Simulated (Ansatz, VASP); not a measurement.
# HfB2 in two plane-wave programs, part 2 of 2

One calculation is typed for both programs; each brings its own data sets. How far apart do they land? The cell is taken from a series of runs on this material, whose earlier steps may have relaxed, scaled, displaced or heated it; both programs get it as it stands.

VASP 6.6.1 and Ansatz 0.2.0.

So far: The starting structure; VASP: zone-centre phonons, PBEsol.

## 3. Ansatz: zone-centre phonons, PBEsol

Level of this step: Ansatz beside VASP: Kohn-Sham DFT, plane waves, PBEsol (Ansatz).

Ansatz runs on its PAW soft_1 files.

The same cell, functional, mesh and smearing now go to Ansatz, which takes its cutoff from its data sets.

The input, input.yaml:

```yaml
crystal:
  lattice:
    - [3.1896995547, 0.0, 0.0]
    - [-1.5948497773, 2.7623608448, 0.0]
    - [0.0, 0.0, 3.4089240846]
  atoms:
    - { symbol: B, position: [0.3333333333, 0.6666666667, 0.5] }
    - { symbol: B, position: [0.6666666667, 0.3333333333, 0.5] }
    - { symbol: Hf, position: [0.0, 0.0, 0.0] }
kpoints:
  mp_grid: { grid: [15, 15, 12] }
hamiltonian:
  xc: pbesol
  pseudopotentials: { kind: paw, azcp: { folder: soft_1 }, xc_functional: pbe }
scf:
  occupations: { method: methfessel_paxton, width: 0.2 }
output:
  eigenvalues: true
phonons:
  method: dfpt
```

Run with:

```sh
$ ansatz run input.yaml --threads 4 --pin off --max-ram 10240MiB --backend cpu --events-out ev --progress --plain --runs-dir out
```

Numbers of over 12 decimals in the logs are rounded to 6 here.

Output:

```text
zone centre: on kpoints.mp_grid the ground state, and the responses unless they are solved on pairs of k-points, stand on 448 of the mesh's 2700 k-points, reduced under 4 symmetry operations, with k and −k counted as one. Each operation leaves every solved displacement unchanged or reverses it
Engine: ansatz 0.2.0, aarch64-unknown-linux-gnu
Pseudopotentials: kind: paw
Pseudopotential: B, paw, valence charge 3, recommended cutoff 420 eV (normal), soft_1/B.paw.azcp
Pseudopotential: Hf, paw, valence charge 26, recommended cutoff 420 eV (normal), soft_1/Hf.paw.azcp
Functional definition: PBEsol
  exchange = pbesol_x
  correlation = pbesol_c
Crystal: 3 atoms, lattice volume = 30.036 Å³
Basis set: ecut = 420 eV, 575 PW (Γ), exchange–correlation on 48×48×48 points (8 copies of the dense FFT grid, shifted against one another)
Bands: 20, of which v1, the nominal top of the filled ones, is band 16 counted from 1 (15 counted from 0)
Symmetry: 24 space group operations
k-points: 448 of 2700 (irreducible under 4 space group operations, time reversal used)
Non-local potential: B, projectors of the file, l = 0: 2, l = 1: 2, l = 2: 1
Non-local potential: Hf, projectors of the file, l = 0: 3, l = 1: 2, l = 2: 2, l = 3: 3
PAW form: soft (Blöchl's): semilocal exchange-correlation on the pseudo side does not see the compensation charge
PAW frozen core: B, regenerated for the run's functional, and the local potential with it (the file was generated under x = pbe(κ = 0.804, μ = 0.219515), c = pbe(β = 0.066725))
PAW frozen core: Hf, regenerated for the run's functional, and the local potential with it (the file was generated under x = pbe(κ = 0.804, μ = 0.219515), c = pbe(β = 0.066725))
PAW one-centre angular grid: B, 110 points (default); XC on 64 Gauss nodes
PAW one-centre angular grid: Hf, 590 points (default); XC on 64 Gauss nodes
Initial density: superposition of atomic densities (chi_scale 0.1, normalization cell, long waves kept (reshape's long-wave potential 0.00 eV rms))
Initial wavefunctions: pseudopotential atomic-orbital guess
Functional: x = pbesol(κ = 0.804, μ = 0.123457), c = pbesol(β = 0.046)
SCF iter   1: F=—  HF=-15907.857026 eV  |F-HF|=—  |Δ(HF+E_count)|=         —  Δρ=6.01e-2  dr2=1.67e0  ethr=3.10e-3  ⟨swp⟩=4.2  Hψ=35288  notcnv=0
preconditioner: auto → none  [metal: Δε(μ)=0.053 eV  Ē_g=16.585 eV  σ=0.200 eV  W_gap=0.22  n_scr=8 (ndim 8)  ℏωp=37.1 eV  f_vac=0.000  D(μ)=0.25/eV (n_scr^D=0)  sad-step TF]
SCF iter   2: F=—  HF=-15907.503426 eV  |F-HF|=—  |Δ(HF+E_count)|=   3.54e-1  S|Δr|=    0.00e0  Δρ=3.18e-2  dr2=4.85e-1  ethr=3.10e-3  ⟨swp⟩=3.1  Hψ=18975  notcnv=0  defer=1
SCF iter   3: F=—  HF=-15907.390138 eV  |F-HF|=—  |Δ(HF+E_count)|=   1.13e-1  S|Δr|=    0.00e0  Δρ=1.03e-2  dr2=2.12e-2  ethr=1.51e-3  ⟨swp⟩=2.1  Hψ=18362  notcnv=0  defer=1
SCF iter   4: F=—  HF=-15907.337765 eV  |F-HF|=—  |Δ(HF+E_count)|=   5.24e-2  S|Δr|=    0.00e0  Δρ=2.82e-3  dr2=1.19e-3  ethr=6.61e-5  ⟨swp⟩=2.5  Hψ=18486  notcnv=0
SCF iter   5: F=—  HF=-15907.340580 eV  |F-HF|=—  |Δ(HF+E_count)|=   2.82e-3  S|Δr|=    0.00e0  Δρ=7.94e-4  dr2=2.17e-4  ethr=3.72e-6  ⟨swp⟩=2.0  Hψ=16379  notcnv=0
SCF iter   6: F=—  HF=-15907.340414 eV  |F-HF|=—  |Δ(HF+E_count)|=   1.65e-4  S|Δr|=    0.00e0  Δρ=1.09e-4  dr2=6.29e-6  ethr=6.77e-7  ⟨swp⟩=2.0  Hψ=16180  notcnv=0
SCF iter   7: F=—  HF=-15907.340416 eV  |F-HF|=—  |Δ(HF+E_count)|=   1.54e-6  S|Δr|=    0.00e0  Δρ=2.57e-5  dr2=1.91e-7  ethr=1.97e-8  ⟨swp⟩=2.7  Hψ=15805  notcnv=0
SCF iter   8: F=—  HF=-15907.340414 eV  |F-HF|=—  |Δ(HF+E_count)|=   1.67e-6  S|Δr|=    0.00e0  Δρ=2.45e-6  dr2=4.39e-10  ethr=5.96e-10  ⟨swp⟩=2.4  Hψ=15230  notcnv=0
SCF iter   9: F=—  HF=-15907.340414 eV  |F-HF|=—  |Δ(HF+E_count)|=  3.67e-10  S|Δr|=    0.00e0  Δρ=2.51e-7  dr2=2.83e-11  ethr=1.37e-12  ⟨swp⟩=2.4  Hψ=17217  notcnv=0
SCF iter  10: F=-15907.340414 eV  HF=-15907.340414 eV  |F-HF|=0.00e0  |Δ(HF+E_count)|=  9.09e-12  S|Δr|=    0.00e0  Δρ=3.24e-8  dr2=2.34e-13  ethr=1.00e-12  ⟨swp⟩=6.1  Hψ=44393  notcnv=0
the search or the solves at the SCF's close seem to have found levels that the self-consistency loop had missed (the run counts 2). By its estimate they hold under 1e-12 electrons; where the run keeps them, the occupations were computed again with them
SCF 1 converged in 10 iterations: F = -15907.340414 eV  dr2 = 2.34e-13
  greatest PAW one-centre occupation: 0.998 electrons in one spin orbital (limit 2), on the Hf atom at site 2 (counted from 0), in its partial waves of l = 0
DFPT response loops at Γ: preconditioner auto → Kerker (q_TF=auto, 2.757 Å⁻¹) (partly filled bands, converged f_vac=0.000); β = 1.00, the filter's whole step (`scf.mixing.beta` (0.50) is not read by the response loops under this deck's `scf.mixing.preconditioner`; to damp them name `kerker` or `kerker_dos`, under which they read `scf.mixing.beta`, and type it under 1.00, their step now; both keys bind the ground state too); Broyden in place of MSR1
SCF converged after 10 iterations
Stability not checked: this state was not tested for a lower state beside it, because cold or Methfessel-Paxton smearing, or corrected tetrahedra, fill the levels in a way that the test cannot read (fill_not_monotonic; see scf.lower_state_search)
Free energy (F): -15907.340414 eV
Harris-Foulkes:  -15907.340414 eV  (|F-HF|=0.00e0)
Internal energy: -15907.340376 eV  (E = F + TS)
E sigma→0 (E₀):  -15907.340405 eV
Entropy (-TS):   -0.000038 eV (-0.013 meV/atom)
Fermi energy:    18.900765 eV
--- Per-component energies (eV) ---
  E_band       = 76.914809
  E_kinetic    = 509.613220
  E_local      = -6539.259902  (includes V_loc(G=0)·N_el)
  E_nonlocal   = 81.835486
  E_hartree    = 3213.864193
  E_xc         = -331.783464
  E_vxc        = -334.398840  (∫ρ·V_xc dr)
  E_paw        = -7727.083695  (= ΣΔE_a)
  E_vpaw       = -68.603643  (= ΣTr[D̂ρ^β])
  E_aug_tail   = 0.000106  (compensation charges beyond the density's cutoff)
  E_ewald      = -5115.806797
  E_core_change = 1.280478  (= ΣΔE_core)
  E_smearing   = -0.000038  (= −TS)
  E_closure    = -0.000000  (closes the sum)
  Σ components = -15907.340414   (vs F -15907.340414, Δ=0.00e0)
--- Band table (eV; the first three rows and the last of 448) ---
  k-point 0: bands = [... 12 lower, 15.7205, 15.7205, 16.0035, 16.4691, 22.7580, 22.7580, 23.3424, 23.5752]
  k-point 1: bands = [... 12 lower, 15.1402, 15.7962, 15.7962, 17.2898, 21.8216, 21.8216, 23.3568, 23.4879]
  k-point 2: bands = [... 12 lower, 14.0397, 16.0202, 16.0202, 18.2973, 20.7654, 20.7654, 22.7982, 22.7982]
  k-point 447: bands = [... 12 lower, 11.5906, 13.8145, 14.3362, 15.8841, 23.1663, 23.6345, 24.1501, 25.4445]
--- Phonons (Γ-DFPT): 4 representative perturbations + reference, on 448 of 2700 k-points (Σ response iterations 12) ---
  k mesh reduced under 4 symmetry operations, with k and −k counted as one. Each operation leaves every solved displacement unchanged or reverses it
  ASR residual: 1.172e-5 → 0.000e0 eV/Å²; symmetrization residual: 9.449e-7 eV/Å²
  ASR residual per site (eV/Å²): 8.65e-6 8.65e-6 1.17e-5
  Γ frequencies (cm⁻¹): 0.00 0.00 0.00 441.19 441.19 465.60 536.15 734.85 734.85
  non-analytic LO–TO correction: not included (Born effective charges unavailable; polar crystals: no LO–TO splitting at Γ)
```

The column dr2 measures how far the density is from self-consistency, as an energy; F and HF (Harris–Foulkes) agree once it is small.

## 4. Differences

Known differences besides the potentials themselves: the data sets hold 32 valence electrons in Ansatz (on its PAW soft_1 files) and 16 in VASP; the cutoff is 420 eV in Ansatz and 500 eV in VASP; Ansatz makes its cores anew for this functional, VASP keeps those of its PBE data sets. Total energies have different zeros and are not compared.

Both answers:

```
                  quantity  Ansatz   VASP  difference
optical mode 1 to 2 (cm⁻¹)   441.2  442.5     -0.29 %
     optical mode 3 (cm⁻¹)   465.6  466.7     -0.23 %
     optical mode 4 (cm⁻¹)   536.1  537.8     -0.31 %
optical mode 5 to 6 (cm⁻¹)   734.9  738.9     -0.54 %
```

Modes are paired by rising frequency, not by their patterns, so a pair may set unlike modes beside each other; they are those without the splitting of longitudinal modes.

## 5. Summary of results

| Quantity | Value |
| --- | --- |
| r.m.s. difference of the optical zone-centre modes, each program's sorted by frequency (zone-centre phonons, PBEsol) | 2.6 cm⁻¹ |
| difference in optical mode 5 to 6 (zone-centre phonons, PBEsol) | -0.5 % |

The r.m.s. difference of the optical zone-centre modes, each program's sorted by frequency is 2.6 cm⁻¹ (zone-centre phonons, PBEsol). The data sets hold unlike numbers of valence electrons (32 in Ansatz and 16 in VASP), so part of the differences comes from the potentials. Among the rows given in per cent, the largest difference of the zone-centre phonons, PBEsol pair is in optical mode 5 to 6, -0.5 %. Such differences can come from data sets, numerical settings and the points named under the comparisons, not from the functional's error against experiment.

[Lines on the potential files, build, host, timing and source positions are cut from VASP's logs without a mark.]

[Logs are printed without paths, hosts, clocks, repeated set-up lines and the standing remarks that a program may print on its own settings, such as how far it seeks lower states.]

[Hosts, paths, dates, database ids (printed as entryN), source tags and the programs' standing remarks are cut or masked in the printed files.]
